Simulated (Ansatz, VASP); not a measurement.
**KNi: VASP beside Ansatz**

One calculation is typed for both programs; each brings its own data sets and cutoff. How far apart do they land? The cell is invented: other elements were put on sites of a known structure type. It may not be a known or stable phase. The cell is taken from a series of VASP runs on this material, whose earlier steps may have relaxed, scaled or displaced it; both programs get it as it stands.

Calculated with Ansatz 0.2.0; plane waves, with VASP 6.6.1 beside it; single point at PBE.

### Step 1. Starting point

The structure is orthorhombic, space group Cmmm (No. 65). The conventional cell has a = 4.281 Å, b = 4.289 Å, c = 4.940 Å, α = 90.00°, β = 90.00°, γ = 90.00°. Nearest to K lie 4 K at 3.03 Å and 8 Ni at 3.27 Å. Nearest to Ni lie 4 Ni at 3.03 Å and 8 K at 3.27 Å. Farther neighbours are not listed.

Structure file:

```
K Ni
1.0
     2.14067   -2.14439    0.00000
     2.14067    2.14439    0.00000
     0.00000    0.00000    4.94023
K Ni
1 1
Cartesian
  2.1407 0.0000 2.4701
  0.0000 0.0000 0.0000
```

### Step 2. VASP: single point, PBE

With cell and atoms fixed, the geometry can't cause a difference; cores, projectors, grids and the points listed under the comparison can.

Lines of VASP's logs that name or quote its potential files are left out, and so is its time.

File INCAR:

```
SYSTEM = KNi
PREC = Accurate
ENCUT = 400
EDIFF = 1E-06
NELM = 100
ISMEAR = -1
SIGMA = 0.05
LREAL = .FALSE.
ALGO = Normal
GGA = PE
ISPIN = 2
MAGMOM = 0 1
LMAXMIX = 4
LORBIT = 11
LWAVE = .FALSE.
LCHARG = .TRUE.
ISIF = 2
LELF = .TRUE.
LVHAR = .TRUE.
```

File POSCAR:

```
KNi
1.0
    2.1406669319     -2.1443870767      0.0000000000
    2.1406669319      2.1443870767      0.0000000000
    0.0000000000      0.0000000000      4.9402300675
K Ni
1 1
Direct
    0.5000000000      0.5000000000      0.5000000000
    0.0000000000      0.0000000000      0.0000000000
```

File KPOINTS:

```
Automatic mesh
0
Gamma
7 7 5
0 0 0
```

The projector-augmented-wave data sets are K_sv and Ni (PBE family, release 64).

On the command line:

```sh
mpirun -np 1 vasp_std
```

Numbers of over 12 decimals in the logs are rounded to 6 here.

The log of the run:

```text
[banner, memory and clock lines left out]
running    1 mpi-ranks, on    1 nodes
 distrk:  each k-point on    1 cores,    1 groups
 distr:  one band on    1 cores,    1 groups

 POSCAR found type information on POSCAR K Ni
 POSCAR found :  2 types and       2 ions
 LDA part: xc-table for (Slater+PW92), standard interpolation
 POSCAR, INCAR and KPOINTS ok, starting setup
 FFT: planning ... GRIDC
 FFT: planning ... GRID_SOFT
 FFT: planning ... GRID
 WAVECAR not read
 entering main loop
       N       E                     dE             d eps       ncg     rms          rms(c)
DAV:   1     0.106581512609E+03    0.10658E+03   -0.77144E+03  2712   0.114E+03
DAV:   2     0.130941809830E+01   -0.10527E+03   -0.10051E+03  2794   0.288E+02
DAV:   3    -0.479931029949E+01   -0.61087E+01   -0.60124E+01  4912   0.684E+01
DAV:   4    -0.493498531005E+01   -0.13568E+00   -0.13526E+00  3372   0.709E+00
DAV:   5    -0.493858590186E+01   -0.36006E-02   -0.35985E-02  4316   0.113E+00    0.101E+01
DAV:   6    -0.649765601122E+01   -0.15591E+01   -0.11707E+01  2728   0.464E+01    0.142E+01
DAV:   7    -0.456847646656E+01    0.19292E+01   -0.60222E+00  2970   0.302E+01    0.314E+00
DAV:   8    -0.459131276944E+01   -0.22836E-01   -0.37189E-01  3780   0.595E+00    0.353E+00
DAV:   9    -0.456019591372E+01    0.31117E-01   -0.11081E-01  3428   0.411E+00    0.851E-01
DAV:  10    -0.455953473206E+01    0.66118E-03   -0.10477E-02  3666   0.135E+00    0.297E-01
DAV:  11    -0.455972389845E+01   -0.18917E-03   -0.91507E-04  3198   0.295E-01    0.138E-01
DAV:  12    -0.455977721965E+01   -0.53321E-04   -0.14467E-04  3620   0.154E-01    0.848E-02
DAV:  13    -0.455977680733E+01    0.41232E-06   -0.98588E-05  3818   0.116E-01    0.253E-02
DAV:  14    -0.455978040282E+01   -0.35955E-05   -0.16112E-05  3578   0.347E-02    0.779E-03
DAV:  15    -0.455978070715E+01   -0.30433E-06   -0.12165E-06  2652   0.107E-02
   1 F= -.45597807E+01 E0= -.45531210E+01  d E =-.133195E-01  mag=     0.1391
```

From OUTCAR (step 2):

```text
ion  position               nearest neighbor table
   1  0.500  0.500  0.500-   2 3.27   2 3.27   2 3.27   2 3.27   2 3.27   2 3.27   2 3.27   2 3.27

  LATTYP: Found a base centered orthorhombic cell.
 ALAT       =     4.2813338638
 B/A-ratio  =     1.0017378438
 C/A-ratio  =     1.1538997482

 Subroutine GETGRP returns: Found  8 space group operations
 (whereof  8 operations were pure point group operations)

The static configuration has the point symmetry D_2h.

 Found     48 irreducible k-points:

   k-points           NKPTS =     48   k-points in BZ     NKDIM =     48   number of bands    NBANDS=     14

   dimension x,y,z NGX =    20 NGY =   20 NGZ =   32
   dimension x,y,z NGXF=    40 NGYF=   40 NGZF=   64

   ENCUT  =  400.0 eV  29.40 Ry    5.42 a.u.   4.94  4.94  8.06*2*pi/ulx,y,z

   NELECT =      19.0000    total number of electrons

 k-points in reciprocal lattice and weights: Automatic mesh
   0.00000000  0.00000000  0.00000000       0.004
   0.14285714  0.00000000  0.00000000       0.016
   0.28571429 -0.00000000  0.00000000       0.016
   0.42857143  0.00000000  0.00000000       0.016
   0.14285714  0.14285714  0.00000000       0.008
   0.28571429  0.14285714  0.00000000       0.016
   0.42857143  0.14285714  0.00000000       0.016
  -0.42857143  0.14285714  0.00000000       0.016
  -0.28571429  0.14285714  0.00000000       0.016
[...]
0.42857143  0.42857143  0.40000000       0.016
  -0.42857143  0.42857143  0.40000000       0.016

 average (electrostatic) potential at core
       1 -35.4644       2 -87.2835

 E-fermi :   2.9358

 spin component 1
 k-point     1 :       0.0000    0.0000    0.0000
  band No.  band energies     occupation
    ...
      6       1.5872      1.00000
      7       1.6997      1.00000
      8       2.5758      0.99925
      9       2.5766      0.99924
     10       2.7502      0.97618
     11       5.5545      0.00000
     12       5.6155      0.00000
     13       6.9194      0.00000
     14      11.7646      0.00000

 k-point     2 :       0.1429    0.0000    0.0000
  band No.  band energies     occupation
    ...
      6       1.6549      1.00000
      7       1.8313      1.00000
      8       2.4566      0.99993
      9       2.5908      0.99899
     10       2.6876      0.99307
     11       5.5010      0.00000
     12       5.9621      0.00000
     13       7.2369      0.00000
     14      11.4947      0.00000

 k-point     3 :       0.2857   -0.0000    0.0000
  band No.  band energies     occupation
    ...
      6       1.8196      1.00000
      7       2.1154      1.00000
      8       2.2210      1.00000
      9       2.5517      0.99954
     10       2.6236      0.99806
     11       5.2133      0.00000
     12       6.6502      0.00000
     13       7.0218      0.00000
     14      10.4218      0.00000

 k-point     4 :       0.4286    0.0000    0.0000
  band No.  band energies     occupation
    ...
      6       2.0564      1.00000
      7       2.1118      1.00000
      8       2.4474      0.99994
      9       2.6125      0.99845
     10       2.6501      0.99671
     11       4.8044      0.00000
     12       4.8677      0.00000
     13       7.2835      0.00000
     14      10.2513      0.00000

 k-point     5 :       0.1429    0.1429    0.0000
  band No.  band energies     occupation
    ...
      6       1.7451      1.00000
      7       1.9126      1.00000
      8       2.4574      0.99993
      9       2.4660      0.99992
     10       2.6205      0.99818
     11       5.5692      0.00000
     12       6.3499      0.00000
     13       7.5472      0.00000
     14      10.7075      0.00000

 k-point     6 :       0.2857    0.1429    0.0000
  band No.  band energies     occupation
    ...
      6       1.9240      1.00000
      7       2.1090      1.00000
      8       2.2135      1.00000
      9       2.4675      0.99991
     10       2.5107      0.99980
     11       5.5253      0.00000
     12       6.8552      0.00000
     13       7.4972      0.00000
     14      10.2390      0.00000

  Total        0.0032339     -0.0041811     -0.0073327      0.0000000      0.0000000      0.0000000
  in kB        0.1142389     -0.1476961     -0.2590278      0.0000000      0.0000000      0.0000000
  external PRESSURE =      -0.0974950 kB  Pullay stress =       0.0000000 kB

  energy-cutoff  :      400.00
  volume of cell :       45.36
      direct lattice vectors                 reciprocal lattice vectors
     2.140666932 -2.144387077  0.000000000     0.233572067 -0.233166859  0.000000000
     2.140666932  2.144387077  0.000000000     0.233572067  0.233166859  0.000000000
     0.000000000  0.000000000  4.940230067     0.000000000  0.000000000  0.202419723

 POSITION                                       TOTAL-FORCE (eV/Angst)
 -----------------------------------------------------------------------------------
      2.14067      0.00000      2.47012        -0.000000     -0.000000      0.000000
      0.00000      0.00000      0.00000         0.000000      0.000000      0.000000
 -----------------------------------------------------------------------------------
    total drift:                                0.000000      0.000000      0.000000

  FREE ENERGIE OF THE ION-ELECTRON SYSTEM (eV)
  ---------------------------------------------------
  free  energy   TOTEN  =        -4.5597807072 eV

  energy  without entropy=       -4.5464612243  energy(sigma->0) =       -4.55312097

 total charge
# of ion       s       p       d       tot
------------------------------------------
    1        1.984   5.569   0.071   7.624
    2        0.451   0.104   8.402   8.957
--------------------------------------------------
tot          2.435   5.673   8.473  16.582

 magnetization (x)
# of ion       s       p       d       tot
------------------------------------------
    1       -0.001  -0.001  -0.003  -0.005
    2       -0.005  -0.002   0.182   0.175
--------------------------------------------------
tot         -0.006  -0.004   0.179   0.170

[... 6 further parts left out ...]
```

With spin, VASP writes an ELF for each channel.

### Step 3. Ansatz: single point, PBE

Ansatz runs on its default PAW (the set named soft_2) files.

The same cell, functional, mesh and smearing now go to Ansatz, which takes its cutoff from its data sets.

File input.yaml:

```yaml
crystal:
  lattice:
    - [2.1406669319, -2.1443870767, 0.0]
    - [2.1406669319, 2.1443870767, 0.0]
    - [0.0, 0.0, 4.9402300675]
  atoms:
    - { symbol: K, position: [0.5, 0.5, 0.5] }
    - { symbol: Ni, position: [0.0, 0.0, 0.0], spin: 1.0 }
hamiltonian:
  xc: pbe
  pseudopotentials: { kind: paw }
magnetization:
  spin_polarized: true
kpoints:
  mp_grid: { grid: [7, 7, 5] }
scf:
  occupations: { method: fermi_dirac, width: 0.05 }
  n_extra_bands: 4
output:
  forces: true
  stress: true
  eigenvalues: true
```

On the command line:

```sh
ansatz run input.yaml --threads 2 --pin off --max-ram 4608MiB --backend cpu --events-out ev --progress --plain --runs-dir out
```

The log of the run:

```text
scf.n_extra_bands = 4 over 14 filled bands (N_el = 27.0): the run solves 18 bands
Engine: ansatz 0.2.0, aarch64-unknown-linux-gnu
Pseudopotentials: kind: paw
Pseudopotential: K, paw, valence charge 9, recommended cutoff 420 eV (normal), K.paw.azcp
Pseudopotential: Ni, paw, valence charge 18, recommended cutoff 420 eV (normal), Ni.paw.azcp
Functional definition: PBE
  parameter kappa = 0.804
  parameter beta = 0.066725
  exchange = pbe_x(kappa = kappa, mu = beta*pi^2/3)
  correlation = pbe_c(beta = beta)
Crystal: 2 atoms, lattice volume = 45.355 Å³
Basis set: ecut = 420 eV, 865 PW (Γ), exchange–correlation on 48×48×72 points (8 copies of the dense FFT grid, shifted against one another)
Bands: 18, of which v1, the nominal top of the filled ones, is band 14 counted from 1 (13 counted from 0)
Symmetry: 8 space group operations
Space group: Cmmm (ITA 65), of the structure as read, at distance tolerance 3.6e-5 Å
Magnetic group: BNS 65.481 (UNI 579), of the structure as read, at distance tolerance 3.6e-5 Å
k-points: 48 of 245
Non-local potential: K, projectors of the file, l = 0: 3, l = 1: 2, l = 2: 2
Non-local potential: Ni, projectors of the file, l = 0: 3, l = 1: 2, l = 2: 3, l = 3: 1
PAW form: soft (Blöchl's): semilocal exchange-correlation on the pseudo side does not see the compensation charge
PAW one-centre angular grid: K, 110 points (default); XC on 64 Gauss nodes
PAW one-centre angular grid: Ni, 590 points (default); XC on 64 Gauss nodes
Initial density: superposition of atomic densities (chi_scale 0.1, normalization cell, long waves kept (reshape's long-wave potential 0.00 eV rms))
Starting moments: Σ|m| = 1 μB on 1 of 2 sites
Initial wavefunctions: pseudopotential atomic-orbital guess
Functional: x = pbe(κ = 0.804, μ = 0.219515), c = pbe(β = 0.066725)
SCF iter   1: F=—  HF=-7375.575262 eV  |F-HF|=—  |Δ(HF+E_count)|=         —  Δρ=6.43e-2 (↑2.77e-2 ↓6.43e-2)  dr2=3.98e0  dr2_m=1.84e-1  M=1.096 μB ∫|m|=1.284 μB  β_m=0.30  ethr=3.10e-3  ⟨swp⟩=6.3  Hψ=9166  notcnv=0
Mixer restart at iter 1: flushing history
preconditioner: auto → Kerker (q_TF=auto, 2.502 Å⁻¹)  [metal: Δε(μ)=0.004 eV  Ē_g=9.495 eV  σ=0.050 eV  W_gap=0.02  n_scr=14 (ndim 8)  ℏωp=22.7 eV  f_vac=0.000  D(μ)=3.94/eV (n_scr^D=46)]
spin=Collinear: Kerker preconditioning applied to the charge; magnetization (m = ρ↑ − ρ↓) channel mixes plain (no charge-response kernel on spin).
SCF iter   2: F=—  HF=-7374.489637 eV  |F-HF|=—  |Δ(HF+E_count)|=    1.09e0  Δρ=2.79e-2 (↑1.73e-2 ↓2.79e-2)  dr2=4.49e-1  dr2_m=3.60e-2  M=0.838 μB ∫|m|=1.002 μB  β_m=0.28  ethr=3.10e-3  ⟨swp⟩=2.5  Hψ=3615  notcnv=0
SCF iter   3: F=—  HF=-7374.727874 eV  |F-HF|=—  |Δ(HF+E_count)|=   2.38e-1  Δρ=2.33e-2 (↑9.90e-3 ↓2.33e-2)  dr2=2.41e-1  dr2_m=5.69e-2  M=0.753 μB ∫|m|=0.926 μB  β_m=0.39  ethr=1.66e-3  ⟨swp⟩=2.1  Hψ=3173  notcnv=0
SCF iter   4: F=—  HF=-7375.066398 eV  |F-HF|=—  |Δ(HF+E_count)|=   3.39e-1  Δρ=3.23e-2 (↑6.49e-3 ↓3.23e-2)  dr2=2.98e-1  dr2_m=1.01e-1  M=0.582 μB ∫|m|=0.748 μB  β_m=0.73  ethr=8.92e-4  ⟨swp⟩=2.3  Hψ=2323  notcnv=0
SCF iter   5: F=-7375.270621 eV  HF=-7375.340183 eV  |F-HF|=6.96e-2  |Δ(HF+E_count)|=   2.74e-1  Δρ=1.10e-2 (↑1.10e-2 ↓8.47e-3)  dr2=1.54e-1  dr2_m=6.91e-3  M=0.578 μB ∫|m|=0.730 μB  β_m=0.71  ethr=8.92e-4  ⟨swp⟩=2.1  Hψ=2685  notcnv=0
SCF iter   6: F=-7375.509044 eV  HF=-7375.498346 eV  |F-HF|=1.07e-2  |Δ(HF+E_count)|=   1.58e-1  Δρ=1.36e-2 (↑7.65e-3 ↓1.36e-2)  dr2=2.14e-2  dr2_m=4.54e-2  M=0.284 μB ∫|m|=0.423 μB  β_m=0.86  ethr=5.69e-4  ⟨swp⟩=2.5  Hψ=3086  notcnv=0
SCF iter   7: F=-7375.465275 eV  HF=-7375.538619 eV  |F-HF|=7.33e-2  |Δ(HF+E_count)|=   4.03e-2  Δρ=1.18e-2 (↑6.28e-3 ↓1.18e-2)  dr2=8.78e-2  dr2_m=6.28e-3  M=0.119 μB ∫|m|=0.207 μB  β_m=0.81  ethr=7.94e-5  ⟨swp⟩=3.0  Hψ=3867  notcnv=0
SCF iter   8: F=-7375.522800 eV  HF=-7375.527520 eV  |F-HF|=4.72e-3  |Δ(HF+E_count)|=   1.11e-2  Δρ=5.04e-3 (↑1.81e-3 ↓5.04e-3)  dr2=7.26e-3  dr2_m=3.70e-3  M=0.117 μB ∫|m|=0.192 μB  β_m=0.91  ethr=7.94e-5  ⟨swp⟩=2.0  Hψ=3266  notcnv=0
SCF iter   9: F=-7375.524766 eV  HF=-7375.527119 eV  |F-HF|=2.35e-3  |Δ(HF+E_count)|=   4.01e-4  Δρ=4.03e-3 (↑9.34e-4 ↓4.03e-3)  dr2=4.06e-3  dr2_m=2.45e-3  M=0.146 μB ∫|m|=0.236 μB  β_m=0.88  ethr=2.69e-5  ⟨swp⟩=2.1  Hψ=2994  notcnv=0
SCF iter  10: F=-7375.526888 eV  HF=-7375.527404 eV  |F-HF|=5.16e-4  |Δ(HF+E_count)|=   2.85e-4  Δρ=1.57e-3 (↑3.01e-4 ↓1.57e-3)  dr2=8.04e-4  dr2_m=3.21e-4  M=0.137 μB ∫|m|=0.221 μB  β_m=0.82  ethr=1.51e-5  ⟨swp⟩=1.5  Hψ=2082  notcnv=0
SCF iter  11: F=-7375.527432 eV  HF=-7375.527436 eV  |F-HF|=3.94e-6  |Δ(HF+E_count)|=   3.20e-5  Δρ=1.66e-4 (↑6.39e-5 ↓1.66e-4)  dr2=1.42e-5  dr2_m=3.69e-6  M=0.133 μB ∫|m|=0.213 μB  β_m=0.91  ethr=2.98e-6  ⟨swp⟩=2.0  Hψ=2102  notcnv=0
SCF iter  12: F=-7375.527432 eV  HF=-7375.527438 eV  |F-HF|=5.28e-6  |Δ(HF+E_count)|=   1.90e-6  Δρ=9.46e-5 (↑5.66e-5 ↓9.46e-5)  dr2=8.53e-6  dr2_m=4.48e-7  M=0.133 μB ∫|m|=0.212 μB  β_m=0.95  ethr=5.27e-8  ⟨swp⟩=2.1  Hψ=2198  notcnv=0
SCF iter  13: F=-7375.527437 eV  HF=-7375.527437 eV  |F-HF|=8.69e-7  |Δ(HF+E_count)|=   2.12e-7  Δρ=7.19e-5 (↑1.81e-5 ↓7.19e-5)  dr2=1.96e-6  dr2_m=6.94e-7  M=0.134 μB ∫|m|=0.212 μB  β_m=0.98  ethr=3.16e-8  ⟨swp⟩=1.2  Hψ=1769  notcnv=0
SCF iter  14: F=-7375.527438 eV  HF=-7375.527438 eV  |F-HF|=6.62e-8  |Δ(HF+E_count)|=   2.37e-7  Δρ=1.85e-5 (↑1.85e-5 ↓1.20e-5)  dr2=5.44e-8  dr2_m=7.42e-8  M=0.133 μB ∫|m|=0.212 μB  β_m=0.86  ethr=7.27e-9  ⟨swp⟩=2.0  Hψ=2102  notcnv=0
SCF iter  15: F=-7375.527438 eV  HF=-7375.527438 eV  |F-HF|=1.31e-9  |Δ(HF+E_count)|=   2.67e-9  Δρ=3.35e-6 (↑1.58e-6 ↓3.35e-6)  dr2=2.27e-9  dr2_m=2.06e-9  M=0.133 μB ∫|m|=0.212 μB  β_m=0.93  ethr=2.02e-10  ⟨swp⟩=2.1  Hψ=2959  notcnv=0
SCF iter  16: F=-7375.527438 eV  HF=-7375.527438 eV  |F-HF|=1.35e-9  |Δ(HF+E_count)|=   2.06e-9  Δρ=1.28e-6 (↑1.08e-6 ↓1.28e-6)  dr2=1.89e-9  dr2_m=3.33e-11  M=0.133 μB ∫|m|=0.212 μB  ethr=8.42e-12  ⟨swp⟩=1.8  Hψ=4991  notcnv=0
SCF 1 converged in 16 iterations: F = -7375.527438 eV  dr2 = 1.89e-9
  greatest PAW one-centre occupation: 1.001 electrons in one spin orbital (limit 2), on the Ni atom at site 1 (counted from 0), in its partial waves of l = 1
at 2 of the mixer's solves, the last at iteration 6, it left a direction of its history that read negative out of its fit and stepped the other way along it
SCF converged after 16 iterations
Magnetization: 0.1334 μB (13.5667 up, 13.4333 down)
Absolute magnetization: 0.2121 μB (∫|ρ↑−ρ↓|, with the PAW one-centre terms)
Spin contamination: 0.0054 ħ² per cell (⟨S²⟩ above its minimum at these occupations)
Per-site moments (μB) at R_I (Å): [(-0.00703699, 1.249872), (0.166946, 1.249872)]
Free energy (F): -7375.527438 eV
Harris-Foulkes:  -7375.527438 eV  (|F-HF|=1.35e-9)
Internal energy: -7375.515108 eV  (E = F + TS)
E sigma→0 (E₀):  -7375.521273 eV
Entropy (-TS):   -0.012330 eV (-6.165 meV/atom)
Fermi energy:    8.072502 eV
--- Per-component energies (eV) ---
  E_band       = -520.612594
  E_kinetic    = 538.889353
  E_local      = -5392.656183  (includes V_loc(G=0)·N_el)
  E_nonlocal   = 659.532191
  E_hartree    = 2258.443553
  E_xc         = -217.325077
  E_vxc        = -270.609694  (∫ρ·V_xc dr)
  E_paw        = -2421.543984  (= ΣΔE_a)
  E_vpaw       = -572.652119  (= ΣTr[D̂ρ^β])
  E_aug_tail   = 0.000554  (compensation charges beyond the density's cutoff)
  E_ewald      = -2800.855515
  E_smearing   = -0.012330  (= −TS)
  E_closure    = -0.000000  (closes the sum)
  Σ components = -7375.527438   (vs F -7375.527438, Δ=0.00e0)
--- Forces (eV/Å), atoms counted from 1 ---
  atom   1  K      0.00000000     0.00000000     0.00000000
  atom   2  Ni    -0.00000000     0.00000000     0.00000000
  max |Σ_I F_I| component: 9.86e-32 eV/Å
--- Stress (GPa, compression-positive) ---
       -0.028138       0.000000       0.000000
        0.000000      -0.054225       0.000000
        0.000000       0.000000       0.012625
  P = ⅓ Tr σ = -0.0232 GPa (-0.232 kbar)
--- Band table (eV; the first three rows and the last of 96) ---
  k-point 0 ↑: bands = [... 10 lower, 6.8516, 7.7197, 7.7206, 7.9107, 10.6831, 10.7689, 12.0686, 16.7688]
  k-point 1 ↑: bands = [... 10 lower, 6.8910, 7.7305, 7.7312, 7.9110, 9.0956, 12.0016, 12.0480, 16.4171]
  k-point 2 ↑: bands = [... 10 lower, 7.0049, 7.6669, 7.7483, 7.7486, 7.9116, 12.0146, 12.6222, 16.0036]
  k-point 47 ↓: bands = [... 10 lower, 7.3894, 7.5597, 8.2293, 9.1357, 9.6703, 10.7036, 13.7341, 14.9942]
```

Run time: 4 s. Hardware: 2 threads of Arm Neoverse V2, shared host; peak memory 0.34 GiB; 7.1 s of CPU time.

The run ends at a pressure of -0.02 GPa.

### Step 4. Side by side

Known differences besides the potentials themselves: the data sets hold 27 valence electrons in Ansatz (default PAW (the set named soft_2) files) and 19 in VASP; the cutoff is 420 eV in Ansatz and 400 eV in VASP; VASP leaves aspherical gradient terms in its spheres out (LASPH is not set), Ansatz keeps them; site moments are counted in spheres of each program's own size. Total energies have different zeros and are not compared.

Both answers:

```tsv
quantity	Ansatz	VASP	difference
pressure (GPa)	-0.02	-0.01	-0.01
total moment (μB)	0.13	0.14	-0.01
moment on Ni2 (μB)	0.17	0.17	-0.01
```

Ansatz's pressure holds a Pulay correction of 0.02 GPa; VASP's holds none.

### Step 5. Results

| Property | Result |
| --- | --- |
| difference in total moment (single point, PBE) | -0.0057 μB |

What this shows: The difference in total moment is -0.0057 μB (single point, PBE). How closely two codes agree says nothing of how well the functional describes the real material.

[Lines on the potential files, build, host, timing and source positions are cut from VASP's logs without a mark.]

[Logs are printed without paths, hosts, clocks, repeated set-up lines and the standing remarks that a program may print on its own settings, such as how far it seeks lower states.]

[Hosts, paths, dates, database ids (printed as entryN), source tags and the programs' standing remarks are cut or masked in the printed files.]
